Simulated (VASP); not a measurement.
```
PbSe
1.0
    0.00000     3.10634     3.10634
    3.10634     0.00000     3.10634
    3.10634     3.10634     0.00000
Pb Se
1 1
Direct
  0.00000   0.00000   0.00000
  0.50000   0.50000   0.50000
```

The numbers are results of PBE GGA, VASP's PBE PAW potentials (set 64) (plane waves; VASP), not measurements. Numerical set-up: 400 eV cut-off, 7×7×7 Γ-centred mesh, Gaussian smearing of 0.050 eV, potentials Pb_d Se.

### Question
Estimate the energy per atom (σ→0).

### Answer

energy per atom (σ→0): -4100 meV/atom

Only differences to runs with the same potentials and settings are physical.

The compound is PbSe in the rock salt structure. It was relaxed first. The start is the result of an earlier pass.
